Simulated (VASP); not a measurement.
# ScPd (Pm-3m) in VASP: a series of runs

Runs on ScPd. Level: LDA. Tasks: single point, relaxation of cell and atoms.

Everything below comes from runs of VASP 6.6.1. Logs are shortened: lines on timing, memory, paths and dates and some standing lists are left out, and cuts for length are marked.

### 1 The structure

Symmetry: Pm-3m, No. 221, cubic system. The conventional cell has a = 3.231 Å, b = 3.231 Å, c = 3.231 Å, α = 90.00°, β = 90.00°, γ = 90.00°. Sc (site symmetry m-3m) is surrounded by 8 Pd at 2.80 Å. Around Pd (site symmetry m-3m) lie 8 Sc at 2.80 Å.

### 2 Single point, LDA

The input, INCAR:

```
SYSTEM = ScPd
PREC = Accurate ; ENCUT = 520
EDIFF = 1E-6 ; ISMEAR = 0
SIGMA = 0.1 ; LREAL = .False.
LASPH = .True. ; NELM = 100
ALGO = Normal ; ISIF = 2
LWAVE = .False. ; LCHARG = .False.
GGA = CA ; NBANDS = 18
```

The input, KPOINTS:

```
regular mesh
0
Gamma
  12 12 12
  0 0 0
```

The input, POSCAR:

```
ScPd
1.0
    3.2313078076      0.0000000000      0.0000000000
    0.0000000000      3.2313078076      0.0000000000
    0.0000000000      0.0000000000      3.2313078076
Sc Pd
1 1
Direct
    0.5000000000      0.5000000000      0.5000000000
    0.0000000000      0.0000000000      0.0000000000
```

Potentials or basis: VASP PAW LDA potentials, release 64 (Sc_sv, Pd).

The run is started by

```
> cat potpaw_LDA.64/Sc_sv/POTCAR potpaw_LDA.64/Pd/POTCAR > POTCAR
> mpirun -np 1 vasp_std > vasp.out
```

OUTCAR:

```text
SYSTEM = ScPd
   PREC = Accurate
   ENCUT = 520
   EDIFF = 1E-6
   ISMEAR = 0
   LREAL = .False.
   LASPH = .True.
   NELM = 100
   ISIF = 2
   GGA = CA

 ion  position               nearest neighbor table
   1  0.500  0.500  0.500-   2 2.80   2 2.80   2 2.80   2 2.80   2 2.80   2 2.80   2 2.80   2 2.80

   2  0.000  0.000  0.000-   1 2.80   1 2.80   1 2.80   1 2.80   1 2.80   1 2.80   1 2.80   1 2.80

  LATTYP: Found a simple cubic cell.
 ALAT       =     3.2313078076

  Lattice vectors:

 A1 = (   3.2313078076,   0.0000000000,   0.0000000000)
 A2 = (   0.0000000000,   3.2313078076,   0.0000000000)
 A3 = (   0.0000000000,   0.0000000000,   3.2313078076)

Analysis of symmetry for initial positions (statically):
=====================================================================
 Subroutine PRICEL returns:
 Original cell was already a primitive cell.

 Routine SETGRP: Setting up the symmetry group for a
 simple cubic supercell.

 Subroutine GETGRP returns: Found 48 space group operations
 (whereof 48 operations were pure point group operations)
 out of a pool of 48 trial point group operations.

The static configuration has the point symmetry O_h .

Analysis of symmetry for dynamics (positions and initial velocities):
=====================================================================
 Subroutine PRICEL returns:
 Original cell was already a primitive cell.

 Routine SETGRP: Setting up the symmetry group for a
 simple cubic supercell.

 Subroutine GETGRP returns: Found 48 space group operations
 (whereof 48 operations were pure point group operations)
 out of a pool of 48 trial point group operations.

The dynamic configuration has the point symmetry O_h .

 Subroutine INISYM returns: Found 48 space group operations
 (whereof 48 operations are pure point group operations),
 and found     1 'primitive' translations

----------------------------------------------------------------------------------------

                                     Primitive cell

  volume of cell :      33.7392

  direct lattice vectors                    reciprocal lattice vectors
     3.231307808  0.000000000  0.000000000     0.309472220  0.000000000  0.000000000
     0.000000000  3.231307808  0.000000000     0.000000000  0.309472220  0.000000000
     0.000000000  0.000000000  3.231307808     0.000000000  0.000000000  0.309472220

  length of vectors
     3.231307808  3.231307808  3.231307808     0.309472220  0.309472220  0.309472220

  position of ions in fractional coordinates (direct lattice)
     0.500000000  0.500000000  0.500000000
     0.000000000  0.000000000  0.000000000

  ion indices of the primitive-cell ions
   primitive index   ion index
                 1           1
                 2           2

----------------------------------------------------------------------------------------

 KPOINTS: regular mesh

Automatic generation of k-mesh.
 Grid dimensions read from file:
 generate k-points for:   12   12   12

 Generating k-lattice:

  Cartesian coordinates                     Fractional coordinates (reciprocal lattice)
     0.025789352  0.000000000  0.000000000     0.083333333  0.000000000  0.000000000
     0.000000000  0.025789352  0.000000000     0.000000000  0.083333333  0.000000000
     0.000000000  0.000000000  0.025789352     0.000000000  0.000000000  0.083333333

  Length of vectors
     0.025789352  0.025789352  0.025789352

  Shift w.r.t. Gamma in fractional coordinates (k-lattice)
     0.000000000  0.000000000  0.000000000

 Subroutine IBZKPT returns following result:
 ===========================================

 Found     84 irreducible k-points:

 Following reciprocal coordinates:
            Coordinates               Weight
  0.000000  0.000000  0.000000      1.000000
  0.083333  0.000000  0.000000      6.000000
  0.166667  0.000000  0.000000      6.000000
  0.250000  0.000000  0.000000      6.000000
  0.333333  0.000000  0.000000      6.000000
  0.416667  0.000000  0.000000      6.000000
[... 16 lines left out ...]
  0.333333  0.333333  0.000000     12.000000
  0.416667  0.333333  0.000000     24.000000
 [... further k-points ...]
   k-points           NKPTS =     84   k-points in BZ     NKDIM =     84   number of bands    NBANDS=     18
   number of dos      NEDOS =    301   number of ions     NIONS =      2
   total plane-waves  NPLWV =  13824
   dimension x,y,z NGX =    24 NGY =   24 NGZ =   24
   dimension x,y,z NGXF=    48 NGYF=   48 NGZF=   48
   ions per type =               1   1
   NGX,Y,Z   is equivalent  to a cutoff of  12.35, 12.35, 12.35 a.u.
   NGXF,Y,Z  is equivalent  to a cutoff of  24.70, 24.70, 24.70 a.u.
 SYSTEM =  ScPd
   PREC   = accura    normal or accurate (medium, high low for compatibility)
   ISTART =      0    job   : 0-new  1-cont  2-samecut
   ICHARG =      2    charge: 1-file 2-atom 10-const
   ISPIN  =      1    spin polarized calculation?
   LNONCOLLINEAR =      F non collinear calculations
   LSORBIT =      F    spin-orbit coupling
   LASPH  =      T    aspherical Exc in radial PAW
   ENCUT  =  520.0 eV  38.22 Ry    6.18 a.u.   6.01  6.01  6.01*2*pi/ulx,y,z
   NELM   =    100;   NELMIN=  2; NELMDL= -5     # of ELM steps
   EDIFF  = 0.1E-05   stopping-criterion for ELM
   LREAL  =      F    real-space projection
   EDIFFG = 0.1E-04   stopping-criterion for IOM
   NSW    =      0    number of steps for IOM
   IBRION =     -1    ionic relax: 0-MD 1-quasi-New 2-CG
   NFREE  =      0    steps in history (QN), initial steepest desc. (CG)
   ISIF   =      2    stress and relaxation
   ISYM   =      2    0-nonsym 1-usesym 2-fastsym
   POTIM  = 0.5000    time-step for ionic-motion
   TEBEG  =    0.0;   TEEND  =   0.0 temperature during run
   PSTRESS=    0.0 pullay stress
   NELECT =      21.0000    total number of electrons
   NUPDOWN=      -1.0000    fix difference up-down
   EMIN   =  10.00;   EMAX   =-10.00  energy-range for DOS
   EFERMI =   0.00;   METHOD = LEGACY
   ISMEAR =     0;   SIGMA  =   0.10  broadening in eV -4-tet -1-fermi 0-gaus
   EFERMI_NEDOS =   21; number of points for ismear=-14 and -15
   IALGO  =     38    algorithm
   IMIX   =      4    mixing-type and parameters
     AMIX     =   0.40;   BMIX     =  1.00
     AMIX_MAG =   1.60;   BMIX_MAG =  1.00
  volume/ion in A,a.u.               =      16.87       113.84
  Fermi-wavevector in a.u.,A,eV,Ry     =   1.397772  2.641406 26.582599  1.953766
  Thomas-Fermi vector in A             =   2.520995
   LORBIT       =      0    0 simple, 1 ext, 2 COOP (PROOUT), +10 PAW based schemes
   GGA     = CA    functional components
   LHFCALC =     F    Hartree Fock is set to
   AEXX    =    0.0000 exact exchange contribution
   IVDW    =     0    specifies the selected vdW correction
   LEPSILON=     F    determine dielectric tensor
   LRPA    =     F    only Hartree local field effects (RPA)
 non-spin polarized calculation
 Gauss-broadening in eV      SIGMA  =   0.10
  energy-cutoff  :      520.00
  volume of cell :       33.74
 maximum number of plane-waves:       931
   NGX = 13   NGY = 13   NGZ = 13

 number of electron      20.9999996 magnetization

 Free energy of the ion-electron system (eV)
  ---------------------------------------------------
  ext. energy  EPLUGINS =         0.00000000
  ---------------------------------------------------
  free energy    TOTEN  =       -15.04136419 eV

  energy without entropy =      -15.03390987  energy(sigma->0) =      -15.03763703

 E-fermi :   7.7521     XC(G=0): -12.2708

 val. band max:        7.7471231836   @ k =   0.5000   0.5000   0.1667
 cond. band min:       7.7642557336   @ k =   0.4167   0.0000   0.0000
 fundamental gap:      0.0171325499
 Fermi energy:         7.7521222771

 k-point     1 :       0.0000    0.0000    0.0000
  band No.  band energies     occupation
      1     -41.3797      2.00000
      2     -20.2429      2.00000
      3     -20.2429      2.00000
      4     -20.2429      2.00000
      5       0.7843      2.00000
      6       2.7610      2.00000
[... 10 lines left out ...]
     17      15.6279      0.00000
     18      15.6279      0.00000

 k-point     2 :       0.0833    0.0000    0.0000
  band No.  band energies     occupation
      1     -41.3779      2.00000
      2     -20.2615      2.00000
      3     -20.2418      2.00000
      4     -20.2418      2.00000
      5       0.9105      2.00000
      6       2.8037      2.00000
[... 10 lines left out ...]
     17      15.9977      0.00000
     18      15.9977      0.00000

 k-point     3 :       0.1667    0.0000    0.0000
  band No.  band energies     occupation
      1     -41.3730      2.00000
      2     -20.3119      2.00000
      3     -20.2390      2.00000
      4     -20.2390      2.00000
      5       1.2760      2.00000
      6       2.9257      2.00000
[... 10 lines left out ...]
     17      16.9357      0.00000
     18      16.9357      0.00000

 k-point     4 :       0.2500    0.0000    0.0000
  band No.  band energies     occupation
      1     -41.3662      2.00000
      2     -20.3802      2.00000
      3     -20.2351      2.00000
      4     -20.2351      2.00000
      5       1.8342      2.00000
      6       3.1066      2.00000
[... 375 lines left out ...]
      4     -20.2136      2.00000
      5       3.0852      2.00000
      6       3.2323      2.00000
[... 10 lines left out ...]
     17      17.6259      0.00000
     18      18.5354      0.00000

 k-point    23 :       0.3333    0.3333    0.0000
  band No.  band energies     occupation
      1     -41.3416      2.00000
      2     -20.4232      2.00000
      3     -20.4110      2.00000
      4     -20.2129      2.00000
      5       2.8501      2.00000
      6       3.2005      2.00000
[... 10 lines left out ...]
     17      15.8645      0.00000
     18      19.1093      0.00000

 k-point    24 :       0.4167    0.3333    0.0000
  band No.  band energies     occupation
      1     -41.3372      2.00000
      2     -20.4618      2.00000
      3     -20.4094      2.00000
      4     -20.2084      2.00000
      5       2.8885      2.00000
      6       3.0594      2.00000
[... 10 lines left out ...]
     17      16.1807      0.00000
     18      18.0278      0.00000

 [... further k-points ...]

------------------------ aborting loop because EDIFF is reached ----------------------------------------

  FORCE on cell =-STRESS in cart. coord.  units (eV):
  Direction    XX          YY          ZZ          XY          YZ          ZX
  --------------------------------------------------------------------------------------
  -------------------------------------------------------------------------------------
  Total        0.1117479      0.1117479      0.1117479      0.0000000      0.0000000      0.0000000
  in kB        5.3065834      5.3065834      5.3065834      0.0000000      0.0000000      0.0000000
  external PRESSURE =       5.3065834 kB  Pullay stress =       0.0000000 kB

 VOLUME and BASIS-vectors are now :
 -----------------------------------------------------------------------------
  energy-cutoff  :      520.00
  volume of cell :       33.74
      direct lattice vectors                 reciprocal lattice vectors
     3.231307808  0.000000000  0.000000000     0.309472220  0.000000000  0.000000000
     0.000000000  3.231307808  0.000000000     0.000000000  0.309472220  0.000000000
     0.000000000  0.000000000  3.231307808     0.000000000  0.000000000  0.309472220

 POSITION                                       TOTAL-FORCE (eV/Angst)
 -----------------------------------------------------------------------------------
      1.61565      1.61565      1.61565         0.000000      0.000000      0.000000
      0.00000      0.00000      0.00000         0.000000      0.000000      0.000000
 -----------------------------------------------------------------------------------
    total drift:                                0.000000      0.000000     -0.000000

  FREE ENERGIE OF THE ION-ELECTRON SYSTEM (eV)
  ---------------------------------------------------
  free  energy   TOTEN  =       -15.0413641898 eV

  energy  without entropy=      -15.0339098694  energy(sigma->0) =      -15.03763703
```

Run time: 26 s. Hardware: 1 thread of Intel Xeon Platinum 8259CL at 2.50GHz (Skylake/Cascade Lake), shared host; peak memory 0.17 GiB.

Results:

* Free energy: -15.0414 eV
* Pressure: 0.5 GPa
* Band gap on the k mesh: none (metal or under the smearing width)

### 3 Relaxation of cell and atoms, LDA

This run uses another cell than the first one, of 17.69 Å³/atom, 1.049 times its volume.

The input, INCAR:

```
SYSTEM = ScPd
PREC = Accurate
ENCUT = 600
EDIFF = 1E-6
ISMEAR = 0
SIGMA = 0.1
LREAL = .FALSE.
LASPH = .TRUE.
NELM = 100
ALGO = Normal
ISIF = 3
LWAVE = .FALSE.
LCHARG = .FALSE.
GGA = CA
IBRION = 2
NSW = 100
EDIFFG = -0.005
```

The input, KPOINTS:

```
regular mesh
0
G
  12 12 12
  0 0 0
```

The input, POSCAR:

```
ScPd
1.0
    3.2830000000      0.0000000000      0.0000000000
    0.0000000000      3.2830000000      0.0000000000
    0.0000000000      0.0000000000      3.2830000000
Sc Pd
1 1
Direct
    0.5000000000      0.5000000000      0.5000000000
    0.0000000000      0.0000000000      0.0000000000
```

Potentials or basis: VASP PAW LDA potentials, release 64 (Sc_sv, Pd).

The run is started by

```
> cat potpaw_LDA.64/Sc_sv/POTCAR potpaw_LDA.64/Pd/POTCAR > POTCAR
> mpirun -np 1 vasp_std > vasp.out
```

OUTCAR:

```text
SYSTEM = ScPd
   PREC = Accurate
   ENCUT = 600
   EDIFF = 1E-6
   ISMEAR = 0
   LREAL = .FALSE.
   LASPH = .TRUE.
   NELM = 100
   ISIF = 3
   GGA = CA
   IBRION = 2
   NSW = 100
   EDIFFG = -0.005

 ion  position               nearest neighbor table
   1  0.500  0.500  0.500-   2 2.84   2 2.84   2 2.84   2 2.84   2 2.84   2 2.84   2 2.84   2 2.84

   2  0.000  0.000  0.000-   1 2.84   1 2.84   1 2.84   1 2.84   1 2.84   1 2.84   1 2.84   1 2.84

  LATTYP: Found a simple cubic cell.
 ALAT       =     3.2830000000

  Lattice vectors:

 A1 = (   3.2830000000,   0.0000000000,   0.0000000000)
 A2 = (   0.0000000000,   3.2830000000,   0.0000000000)
 A3 = (   0.0000000000,   0.0000000000,   3.2830000000)

Analysis of symmetry for initial positions (statically):
=====================================================================
 Subroutine PRICEL returns:
[... 273 lines left out ...]
      8       4.7138      2.00000
      9       4.7138      2.00000
     10       4.7138      2.00000
     11       8.8812      0.00000
     12       8.8812      0.00000
     13      11.1039      0.00000
     14      11.1039      0.00000
[... 377 lines left out ...]
      1     -41.3991      2.00000
      2     -20.5202      2.00000
      3     -20.4687      2.00000
      4     -20.2707      2.00000
      5       2.8599      2.00000
      6       3.0314      2.00000
      7       4.0114      2.00000
      8       4.1691      2.00000
      9       4.8511      2.00000
     10       6.0909      2.00000
     11       7.8630      0.02223
     12       8.8850      0.00000
     13       9.1688      0.00000
     14      10.3853      0.00000

 [... further k-points ...]

------------------------ aborting loop because EDIFF is reached ----------------------------------------

  FORCE on cell =-STRESS in cart. coord.  units (eV):
  Direction    XX          YY          ZZ          XY          YZ          ZX
  --------------------------------------------------------------------------------------
  -------------------------------------------------------------------------------------
  Total       -0.0073327     -0.0073327     -0.0073327      0.0000000      0.0000000      0.0000000
  in kB       -0.3467008     -0.3467008     -0.3467008      0.0000000      0.0000000      0.0000000
  external PRESSURE =      -0.3467008 kB  Pullay stress =       0.0000000 kB
[... 17 lines left out ...]
  FREE ENERGIE OF THE ION-ELECTRON SYSTEM (eV)
  ---------------------------------------------------
  free  energy   TOTEN  =       -15.0420541105 eV

  energy  without entropy=      -15.0346490466  energy(sigma->0) =      -15.03835158

 reached required accuracy - stopping structural energy minimisation
```

CONTCAR:

```text
ScPd
   1.00000000000000
     3.2359874570466038    0.0000000000000000   -0.0000000000000000
     0.0000000000000000    3.2359874570466038   -0.0000000000000000
     0.0000000000000000   -0.0000000000000000    3.2359874570466038
  Sc              Pd
     1     1
Direct
     0.5000000000000000    0.5000000000000000    0.5000000000000000
     0.0000000000000000    0.0000000000000000    0.0000000000000000

  0.00000000E+00  0.00000000E+00  0.00000000E+00
  0.00000000E+00  0.00000000E+00  0.00000000E+00
```

Wall time 1.7 min (1 thread of Intel Xeon Platinum 8259CL at 2.50GHz (Skylake/Cascade Lake), shared host); peak memory 0.19 GiB.

Results:

```
Free energy                            : -15.0421 eV
Relaxed volume                         : 16.94 Å³/atom
Relaxed cell                           : a = 3.236 Å, b = 3.236 Å, c = 3.236 Å, α = 90.00°, β = 90.00°, γ = 90.00°
Space group after relaxing (to 0.05 Å) : Pm-3m (No. 221)
Energy gained by relaxing              : 13.1 meV/atom
Ionic steps                            : 3
Pressure after relaxing                : 0.0 GPa
Band gap on the k mesh                 : none (metal or under the smearing width)
```

Step by step:
```csv
step,energy change (eV),largest force (eV/Å),pressure (GPa),volume (Å³)
1,0.0000,0.0000,-5.38,35.38
2,0.0018,0.0000,6.50,32.43
3,-0.0263,0.0000,-0.03,33.89
```

Final structure:
```xyz
2
Lattice="3.2360 0.0000 0.0000 0.0000 3.2360 0.0000 0.0000 0.0000 3.2360" Properties=species:S:1:pos:R:3 pbc="T T T"
Sc    1.6180    1.6180    1.6180
Pd    0.0000    0.0000    0.0000
```

LDA usually gives volumes a few per cent too small. Zero-point motion and thermal expansion aren't in these numbers.
